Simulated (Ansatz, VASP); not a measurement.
# SrC2: VASP beside Ansatz, part 2 of 2

Aim: how closely do two programs agree when they are given the same cell, functional and k mesh? The cell is taken from a series of runs on this material, whose earlier steps may have relaxed, scaled, displaced or heated it; both programs get it as it stands.

VASP 6.6.1 and Ansatz 0.2.0.

So far: Starting point; Ansatz: zone-centre phonons, LDA.

### 3. VASP: zone-centre phonons, LDA

Level of this step: LDA; plane waves and PAW (Sr_sv, C) (VASP).

The same cell, functional (in two slightly different forms) and mesh now go to VASP, with its own data sets.

Lines of VASP's logs that name or quote its potential files are left out, and so is its time.

Contents of INCAR:

```
SYSTEM = SrC2
PREC = Accurate
ENCUT = 600
EDIFF = 1E-08
NELM = 120
ISMEAR = 0
SIGMA = 0.01
LREAL = .FALSE.
ALGO = Normal
GGA = CA
NBANDS = 15
LORBIT = 11
LWAVE = .FALSE.
LCHARG = .FALSE.
ISIF = 2
IBRION = 8
LASPH = .TRUE.
GGA_COMPAT = .FALSE.
EFERMI = MIDGAP
KPAR = 2
```

Contents of POSCAR:

```
SrC2
1.0
   -1.9957096244      1.9957096244      3.3421580975
    1.9957096244     -1.9957096244      3.3421580975
    1.9957096244      1.9957096244     -3.3421580975
Sr C
1 2
Direct
    0.0000000000      0.0000000000      0.0000000000
    0.4063730015      0.4063730015      0.0000000000
    0.5936269985      0.5936269985      0.0000000000
```

Contents of KPOINTS:

```
Automatic mesh
0
Gamma
12 12 12
0 0 0
```

PAW data sets: Sr_sv and C (LDA family, release 64).

Run with:

```console
> mpirun -np 2 vasp_std
```

Numbers of over 12 decimals in the logs are rounded to 6 here.

What it wrote:

```text
[banner, memory and clock lines left out]
running    2 mpi-ranks, on    1 nodes
 distrk:  each k-point on    1 cores,    2 groups
 distr:  one band on    1 cores,    1 groups

 POSCAR found type information on POSCAR SrC
 POSCAR found :  2 types and       3 ions
 LDA part: xc-table for (Slater(with rela. corr.)+CA(PZ))
 , standard interpolation
 POSCAR, INCAR and KPOINTS ok, starting setup
 FFT: planning ... GRIDC
 FFT: planning ... GRID_SOFT
 FFT: planning ... GRID
 WAVECAR not read
 entering main loop
       N       E                     dE             d eps       ncg     rms          rms(c)
DAV:   1     0.741837380497E+02    0.74184E+02   -0.98374E+03  4890   0.125E+03
DAV:   2    -0.202643484267E+02   -0.94448E+02   -0.89332E+02  6409   0.229E+02
DAV:   3    -0.248236670749E+02   -0.45593E+01   -0.45447E+01  7150   0.466E+01
DAV:   4    -0.249664624108E+02   -0.14280E+00   -0.14277E+00  7054   0.720E+00
DAV:   5    -0.249681525190E+02   -0.16901E-02   -0.16900E-02  6936   0.751E-01    0.160E+01
DAV:   6    -0.220124341934E+02    0.29557E+01   -0.57957E+00  5709   0.141E+01    0.136E+01
DAV:   7    -0.217894270010E+02    0.22301E+00   -0.18231E+00  6976   0.791E+00    0.809E+00
DAV:   8    -0.217957901855E+02   -0.63632E-02   -0.32642E-01  5915   0.331E+00    0.119E+00
DAV:   9    -0.217799323876E+02    0.15858E-01   -0.84600E-02  6171   0.155E+00    0.411E-01
DAV:  10    -0.217801875858E+02   -0.25520E-03   -0.46352E-03  6544   0.405E-01    0.194E-01
DAV:  11    -0.217801300777E+02    0.57508E-04   -0.20199E-04  6664   0.994E-02    0.892E-02
DAV:  12    -0.217801046679E+02    0.25410E-04   -0.13506E-04  6272   0.702E-02    0.984E-03
DAV:  13    -0.217801057494E+02   -0.10815E-05   -0.77319E-06  6006   0.217E-02    0.104E-02
DAV:  14    -0.217801055570E+02    0.19240E-06   -0.11248E-06  7296   0.672E-03    0.564E-03
DAV:  15    -0.217801055336E+02    0.23411E-07   -0.43569E-07  6493   0.412E-03    0.230E-03
DAV:  16    -0.217801055277E+02    0.58667E-08   -0.43260E-08  6185   0.136E-03
   1 F= -.21780106E+02 E0= -.21780106E+02  d E =0.000000E+00
 Linear response reoptimize wavefunctions to high precision
DAV:   1    -0.217801055275E+02    0.20214E-09   -0.18503E-09  5292   0.340E-04
DAV:   2    -0.217801055275E+02   -0.97771E-11   -0.22410E-10  3824   0.104E-04
 Linear response DOF=           4
 Linear response progress:
  Degree of freedom:   1/  4
       N       E                     dE             d eps       ncg     rms          rms(c)
RMM:   1    -0.283542600127E+00   -0.28354E+00    0.46070E-01 13859   0.387E+00
RMM:   2    -0.284673807823E+00   -0.11312E-02   -0.36933E-02 14640   0.907E-01    0.215E-01
RMM:   3    -0.285711762945E+00   -0.10380E-02   -0.36230E-03 18269   0.304E-01    0.161E-01
RMM:   4    -0.285779452115E+00   -0.67689E-04   -0.54588E-04 18571   0.139E-01    0.503E-02
RMM:   5    -0.285981917623E+00   -0.20247E-03   -0.86686E-05 19773   0.432E-02    0.175E-02
RMM:   6    -0.286079337565E+00   -0.97420E-04   -0.14151E-05 19985   0.185E-02    0.700E-03
RMM:   7    -0.286047839374E+00    0.31498E-04   -0.55755E-06 20355   0.841E-03    0.127E-03
RMM:   8    -0.286036457763E+00    0.11382E-04   -0.14328E-05 20846   0.380E-03    0.651E-04
RMM:   9    -0.286034838908E+00    0.16189E-05   -0.18662E-05 21716   0.183E-03    0.597E-04
RMM:  10    -0.286032002873E+00    0.28360E-05   -0.85346E-06 20088   0.984E-04    0.110E-04
RMM:  11    -0.286032671903E+00   -0.66903E-06   -0.40854E-06 21302   0.523E-04    0.668E-05
RMM:  12    -0.286032326290E+00    0.34561E-06   -0.39528E-06 21817   0.289E-04    0.453E-05
RMM:  13    -0.286032275893E+00    0.50396E-07   -0.19717E-06 22080   0.173E-04    0.641E-05
RMM:  14    -0.286031987427E+00    0.28847E-06   -0.13563E-06 20509   0.118E-04    0.573E-05
RMM:  15    -0.286032196314E+00   -0.20889E-06   -0.72442E-07 20486   0.856E-05    0.496E-05
RMM:  16    -0.286032275128E+00   -0.78814E-07   -0.63223E-07 21623   0.620E-05    0.446E-05
RMM:  17    -0.286032295510E+00   -0.20382E-07   -0.40476E-07 19879   0.472E-05    0.429E-05
RMM:  18    -0.286032343287E+00   -0.47776E-07   -0.26208E-07 18771   0.403E-05    0.328E-05
RMM:  19    -0.286032478073E+00   -0.13479E-06   -0.17708E-07 17946   0.391E-05    0.555E-06
RMM:  20    -0.286032483226E+00   -0.51525E-08   -0.12219E-07 18051   0.318E-05    0.438E-06
RMM:  21    -0.286032463878E+00    0.19347E-07   -0.10211E-07 17895   0.301E-05    0.677E-06
RMM:  22    -0.286032480546E+00   -0.16668E-07   -0.82456E-08 16680   0.277E-05    0.331E-06
RMM:  23    -0.286032489851E+00   -0.93051E-08   -0.75117E-08 14521   0.263E-05    0.134E-06
 first order change of Fermi-energy   0.31583E-04
 force on displaced ion       1 direction 1 :  -3.071  -0.000  -0.000
 Linear response progress:
  Degree of freedom:   2/  4
       N       E                     dE             d eps       ncg     rms          rms(c)
RMM:   1    -0.285489947647E+00   -0.28549E+00    0.54531E-01  8043   0.393E+00
RMM:   2    -0.284345615713E+00    0.11443E-02   -0.36908E-02  8496   0.875E-01    0.313E-01
RMM:   3    -0.284900440196E+00   -0.55482E-03   -0.35404E-03 10444   0.303E-01    0.230E-01
RMM:   4    -0.284803364511E+00    0.97076E-04   -0.53352E-04 10263   0.134E-01    0.819E-02
RMM:   5    -0.284979871934E+00   -0.17651E-03   -0.62877E-05 10856   0.436E-02    0.186E-02
RMM:   6    -0.285059567294E+00   -0.79695E-04   -0.15536E-05 11300   0.173E-02    0.636E-03
RMM:   7    -0.285071103487E+00   -0.11536E-04   -0.47142E-06 11760   0.740E-03    0.335E-03
RMM:   8    -0.285048337921E+00    0.22766E-04    0.11551E-05 11605   0.368E-03    0.806E-04
RMM:   9    -0.285045570321E+00    0.27676E-05    0.14133E-05 11761   0.173E-03    0.450E-04
RMM:  10    -0.285043145573E+00    0.24247E-05    0.10358E-05 12314   0.891E-04    0.142E-04
RMM:  11    -0.285044362103E+00   -0.12165E-05    0.77447E-06 12136   0.442E-04    0.793E-05
RMM:  12    -0.285043709082E+00    0.65302E-06    0.41309E-06 12111   0.253E-04    0.229E-05
RMM:  13    -0.285043728141E+00   -0.19060E-07    0.22670E-06 12125   0.150E-04    0.155E-05
RMM:  14    -0.285043727030E+00    0.11112E-08    0.10504E-06 12434   0.962E-05    0.247E-05
RMM:  15    -0.285043685768E+00    0.41262E-07    0.55812E-07 12088   0.665E-05    0.236E-05
RMM:  16    -0.285043689161E+00   -0.33927E-08    0.41905E-07 11408   0.500E-05    0.290E-05
RMM:  17    -0.285043693851E+00   -0.46895E-08    0.23256E-07 10552   0.406E-05    0.338E-05
RMM:  18    -0.285043668809E+00    0.25042E-07    0.17832E-07 10448   0.347E-05    0.306E-05
RMM:  19    -0.285043625872E+00    0.42937E-07    0.11833E-07 10779   0.314E-05    0.232E-05
RMM:  20    -0.285043644875E+00   -0.19003E-07    0.91349E-08  9469   0.278E-05    0.287E-05
RMM:  21    -0.285043646257E+00   -0.13822E-08    0.64228E-08  9057   0.256E-05    0.304E-05
 first order change of Fermi-energy   0.18435E-03
 force on displaced ion       1 direction 3 :  -0.000  -0.000  -4.560
 Linear response progress:
  Degree of freedom:   3/  4
       N       E                     dE             d eps       ncg     rms          rms(c)
RMM:   1    -0.115810246402E+00   -0.11581E+00    0.11180E-02 30083   0.158E+00
RMM:   2    -0.114762416594E+00    0.10478E-02   -0.37618E-03 25478   0.348E-01    0.257E-01
RMM:   3    -0.114803459288E+00   -0.41043E-04   -0.97984E-04 26077   0.160E-01    0.132E-01
RMM:   4    -0.115576231176E+00   -0.77277E-03   -0.57694E-04 26581   0.121E-01    0.282E-02
RMM:   5    -0.115446780799E+00    0.12945E-03   -0.51106E-05 30333   0.306E-02    0.496E-03
RMM:   6    -0.115463836846E+00   -0.17056E-04   -0.95079E-06 33517   0.102E-02    0.288E-03
RMM:   7    -0.115451718709E+00    0.12118E-04   -0.11049E-06 33951   0.379E-03    0.117E-03
RMM:   8    -0.115457437347E+00   -0.57186E-05   -0.94417E-07 35421   0.150E-03    0.414E-04
RMM:   9    -0.115455769129E+00    0.16682E-05    0.11071E-06 36156   0.638E-04    0.978E-05
RMM:  10    -0.115455764196E+00    0.49333E-08   -0.66975E-07 37767   0.267E-04    0.711E-05
RMM:  11    -0.115455561407E+00    0.20279E-06   -0.11919E-07 37021   0.117E-04    0.111E-05
RMM:  12    -0.115455534967E+00    0.26440E-07   -0.16002E-07 37986   0.589E-05    0.212E-06
RMM:  13    -0.115455541797E+00   -0.68296E-08   -0.82460E-09 37281   0.326E-05    0.394E-06
 first order change of Fermi-energy   0.21041E-04
 force on displaced ion       2 direction 1 :  -2.048  -0.000   0.000
 Linear response progress:
  Degree of freedom:   4/  4
       N       E                     dE             d eps       ncg     rms          rms(c)
RMM:   1    -0.146966243759E+00   -0.14697E+00    0.73247E-02 11220   0.196E+00
RMM:   2    -0.141873312918E+00    0.50929E-02   -0.95362E-03  8824   0.451E-01    0.653E-01
RMM:   3    -0.138396566574E+00    0.34767E-02   -0.11595E-02  8768   0.431E-01    0.228E-01
RMM:   4    -0.138839820276E+00   -0.44325E-03   -0.15787E-03  9411   0.168E-01    0.120E-01
RMM:   5    -0.139170475838E+00   -0.33066E-03   -0.17130E-04 10129   0.547E-02    0.591E-02
RMM:   6    -0.139454537623E+00   -0.28406E-03   -0.37392E-05 10067   0.291E-02    0.131E-02
RMM:   7    -0.139463713398E+00   -0.91758E-05   -0.10823E-05 11478   0.121E-02    0.483E-03
RMM:   8    -0.139463221510E+00    0.49189E-06   -0.83709E-06 11598   0.557E-03    0.141E-03
RMM:   9    -0.139463987445E+00   -0.76594E-06   -0.31848E-06 12156   0.228E-03    0.130E-03
RMM:  10    -0.139464921605E+00   -0.93416E-06   -0.11928E-06 11558   0.120E-03    0.289E-04
RMM:  11    -0.139464708404E+00    0.21320E-06    0.50448E-07 12387   0.524E-04    0.242E-04
RMM:  12    -0.139464654410E+00    0.53995E-07    0.12636E-07 12622   0.229E-04    0.772E-05
RMM:  13    -0.139464600280E+00    0.54130E-07    0.39294E-08 12937   0.105E-04    0.598E-05
RMM:  14    -0.139464581523E+00    0.18756E-07   -0.19340E-08 12549   0.539E-05    0.331E-05
RMM:  15    -0.139464575303E+00    0.62207E-08    0.33193E-09 12335   0.381E-05    0.109E-05
 first order change of Fermi-energy   0.10103E+01
 force on displaced ion       2 direction 3 :   0.000   0.000 -80.588
 Linear response finished
```

Parts of OUTCAR (step 3):

```text
ion  position               nearest neighbor table
   1  0.000  0.000  0.000-   2 2.72   3 2.72   3 2.89   2 2.89   3 2.89   3 2.89   3 2.89   2 2.89
                             2 2.89   2 2.89
   2  0.406  0.406  0.000-   3 1.25   1 2.72   1 2.89   1 2.89   1 2.89   1 2.89
   3  0.594  0.594  0.000-   2 1.25   1 2.72   1 2.89   1 2.89   1 2.89   1 2.89

  LATTYP: Found a body centered tetragonal cell.
 ALAT       =     3.9914192488
 C/A-ratio  =     1.6746715337

 Subroutine GETGRP returns: Found 16 space group operations
 (whereof 16 operations were pure point group operations)

The static configuration has the point symmetry D_4h.

 Found    163 irreducible k-points:

   k-points           NKPTS =    163   k-points in BZ     NKDIM =    163   number of bands    NBANDS=     15

   dimension x,y,z NGX =    36 NGY =   36 NGZ =   36
   dimension x,y,z NGXF=    72 NGYF=   72 NGZF=   72

   ENCUT  =  600.0 eV  44.10 Ry    6.64 a.u.   8.74  8.74  8.74*2*pi/ulx,y,z

   NELECT =      18.0000    total number of electrons

 k-points in reciprocal lattice and weights: Automatic mesh
   0.00000000  0.00000000  0.00000000       0.001
   0.08333333 -0.00000000  0.00000000       0.005
   0.16666667  0.00000000  0.00000000       0.005
   0.25000000 -0.00000000  0.00000000       0.005
   0.33333333 -0.00000000  0.00000000       0.005
   0.41666667 -0.00000000  0.00000000       0.005
   0.50000000 -0.00000000  0.00000000       0.002
   0.08333333  0.08333333  0.00000000       0.005
   0.16666667  0.08333333  0.00000000       0.009
[...]
-0.41666667 -0.41666667  0.41666667       0.001
   0.50000000  0.50000000  0.50000000       0.001

 average (electrostatic) potential at core
       1 -37.6708       2 -55.5989       3 -55.5989

  Total        0.0594678      0.0594678      0.1804030      0.0000000     -0.0000000      0.0000000
  in kB        1.7894148      1.7894148      5.4284110      0.0000000     -0.0000000      0.0000000
  external PRESSURE =       3.0024135 kB  Pullay stress =       0.0000000 kB

  energy-cutoff  :      600.00
  volume of cell :       53.25
      direct lattice vectors                 reciprocal lattice vectors
    -1.995709624  1.995709624  3.342158098     0.000000000  0.250537450  0.149603934
     1.995709624 -1.995709624  3.342158098     0.250537450  0.000000000  0.149603934
     1.995709624  1.995709624 -3.342158098     0.250537450  0.250537450  0.000000000

 POSITION                                       TOTAL-FORCE (eV/Angst)
 -----------------------------------------------------------------------------------
      0.00000      0.00000      0.00000        -0.000000     -0.000000      0.000000
      0.00000      0.00000      2.71633         0.000000      0.000000     -0.086727
      0.00000      0.00000      3.96799        -0.000000     -0.000000      0.086727
 -----------------------------------------------------------------------------------
    total drift:                                0.000000     -0.000000      0.000000

 Eigenvectors and eigenvalues of the dynamical matrix
 ----------------------------------------------------

   1 f  =   56.862319 THz   357.276486 2PiTHz 1896.722790 cm-1   235.163549 meV
             X         Y         Z           dx          dy          dz
      0.000000  0.000000  0.000000    -0.000000   -0.000000    0.000000
      0.000000  0.000000  2.716326    -0.000000   -0.000000   -0.707107
      0.000000  0.000000  3.967991     0.000000    0.000000    0.707107

   2 f  =    7.680834 THz    48.260106 2PiTHz  256.205056 cm-1    31.765364 meV
             X         Y         Z           dx          dy          dz
      0.000000  0.000000  0.000000     0.000000    0.000000   -0.464302
      0.000000  0.000000  2.716326     0.000000    0.000000    0.626268
      0.000000  0.000000  3.967991    -0.000000   -0.000000    0.626268

   3 f  =    7.216727 THz    45.344030 2PiTHz  240.724087 cm-1    29.845970 meV
             X         Y         Z           dx          dy          dz
      0.000000  0.000000  0.000000    -0.000000    0.000000   -0.000000
      0.000000  0.000000  2.716326    -0.038165   -0.706076    0.000000
      0.000000  0.000000  3.967991     0.038165    0.706076    0.000000

   4 f  =    7.216727 THz    45.344030 2PiTHz  240.724087 cm-1    29.845970 meV
             X         Y         Z           dx          dy          dz
      0.000000  0.000000  0.000000     0.000000   -0.000000    0.000000
      0.000000  0.000000  2.716326    -0.706076    0.038165   -0.000000
      0.000000  0.000000  3.967991     0.706076   -0.038165   -0.000000

   5 f  =    6.312619 THz    39.663358 2PiTHz  210.566320 cm-1    26.106885 meV
             X         Y         Z           dx          dy          dz
      0.000000  0.000000  0.000000    -0.010004   -0.463539   -0.000000
      0.000000  0.000000  2.716326     0.013518    0.626365    0.000000
      0.000000  0.000000  3.967991     0.013518    0.626365    0.000000

   6 f  =    6.312619 THz    39.663358 2PiTHz  210.566320 cm-1    26.106885 meV
             X         Y         Z           dx          dy          dz
      0.000000  0.000000  0.000000    -0.463539    0.010004    0.000000
      0.000000  0.000000  2.716326     0.626365   -0.013518    0.000000
      0.000000  0.000000  3.967991     0.626365   -0.013518    0.000000

   7 f/i=    0.001549 THz     0.009733 2PiTHz    0.051672 cm-1     0.006406 meV
             X         Y         Z           dx          dy          dz
      0.000000  0.000000  0.000000     0.886016   -0.002814    0.000000
      0.000000  0.000000  2.716326     0.327846   -0.001041    0.000000
      0.000000  0.000000  3.967991     0.327846   -0.001041    0.000000

   8 f/i=    0.001549 THz     0.009733 2PiTHz    0.051672 cm-1     0.006406 meV
             X         Y         Z           dx          dy          dz
      0.000000  0.000000  0.000000    -0.002814   -0.886016    0.000000
      0.000000  0.000000  2.716326    -0.001041   -0.327846    0.000000
      0.000000  0.000000  3.967991    -0.001041   -0.327846    0.000000

   9 f/i=    0.003794 THz     0.023840 2PiTHz    0.126560 cm-1     0.015691 meV
             X         Y         Z           dx          dy          dz
      0.000000  0.000000  0.000000    -0.000000    0.000000    0.885677
      0.000000  0.000000  2.716326    -0.000000    0.000000    0.328311
      0.000000  0.000000  3.967991    -0.000000    0.000000    0.328311

 ELASTIC MODULI CONTR FROM IONIC RELAXATION (kBar)
 Direction    XX          YY          ZZ          XY          YZ          ZX
 --------------------------------------------------------------------------------
 XX          -1.4222     -1.4222     66.2065      0.0000      0.0000     -0.0000
 YY          -1.4222     -1.4222     66.2065      0.0000      0.0000     -0.0000
 ZZ          66.2065     66.2065  -3082.1518      0.0000     -0.0000      0.0000
 XY           0.0000      0.0000      0.0000      0.0000      0.0000      0.0000
 YZ           0.0000      0.0000     -0.0000      0.0000   -143.5544     -0.0000
 ZX          -0.0000     -0.0000      0.0000      0.0000     -0.0000   -118.2937
 --------------------------------------------------------------------------------
```

### 4. Side by side

Known differences besides the potentials themselves: the two LDA forms differ slightly; fixed occupations in Ansatz, narrow Gaussian smearing in VASP; VASP's run holds the zone centre alone; the cutoff is 420 eV in Ansatz and 600 eV in VASP; VASP's log shows a relativistic correction to its local exchange, Ansatz's none. Total energies have different zeros and are not compared.

Both answers:

```csv
quantity,Ansatz,VASP,difference
optical mode 1 to 2 (cm⁻¹),206.8,210.6,-1.81 %
optical mode 3 to 4 (cm⁻¹),244.9,240.7,+1.75 %
optical mode 5 (cm⁻¹),253.7,256.2,-0.98 %
optical mode 6 (cm⁻¹),1891.6,1896.7,-0.27 %
```

Modes are paired by rising frequency, not by their patterns, so a pair may set unlike modes beside each other; they are those without the splitting of longitudinal modes.

### 5. Outcome

| Property | Result |
| --- | --- |
| r.m.s. difference of the optical zone-centre modes, each program's sorted by frequency (zone-centre phonons, LDA) | 4.0 cm⁻¹ |
| difference in optical mode 1 to 2 (zone-centre phonons, LDA) | -1.8 % |

In words: The r.m.s. difference of the optical zone-centre modes, each program's sorted by frequency is 4.0 cm⁻¹ (zone-centre phonons, LDA). Among the rows given in per cent, the largest difference of the zone-centre phonons, LDA pair is in optical mode 1 to 2, -1.8 %. Such differences can come from data sets, numerical settings and the points named under the comparisons, not from the functional's error against experiment.

[Lines on the potential files, build, host, timing and source positions are cut from VASP's logs without a mark.]

[Logs are printed without paths, hosts, clocks, repeated set-up lines and the standing remarks that a program may print on its own settings, such as how far it seeks lower states.]

[Hosts, paths, dates, database ids (printed as entryN), source tags and the programs' standing remarks are cut or masked in the printed files.]
